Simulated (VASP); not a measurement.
```
Nb
1.0
    2.94563     0.00000     0.00000
   -1.47281     2.55099     0.00000
    0.00000     0.00000     4.78250
Nb
2
Direct
  0.33333   0.66667   0.25000
  0.66667   0.33333   0.75000
```

These are PBEsol GGA, VASP's PBE PAW potentials (set 64) (plane waves; VASP) values and carry that method's errors. Numerical set-up: 400 eV cut-off, 13×13×7 Γ-centred mesh, first-order Methfessel-Paxton smearing of 0.10 eV, potentials Nb_sv.

Task: The ions, cell shape and volume are relaxed. Give the cell that the relaxation ends in.

Result: 
```
Nb
1.0
    2.82792     0.00000     0.00000
   -1.41396     2.44905     0.00000
    0.00000     0.00000     5.17851
Nb
2
Cartesian
  0.00000   1.63270   1.29463
  1.41396   0.81635   3.88388
```
Space group P6_3/mmc (194), at a tolerance of 0.03 Å.

Task: How do energy and volume change from the first to the last step?

Result: The energy (σ→0) changes by -63.8 meV/atom and the volume by -0.2 %, in 11 ionic steps.

The structure was generated: Nb was put into the hcp type (P6_3/mmc), which need not be its known phase. This run relaxes it. Symmetry was kept, so distortions that lower it aren't found.
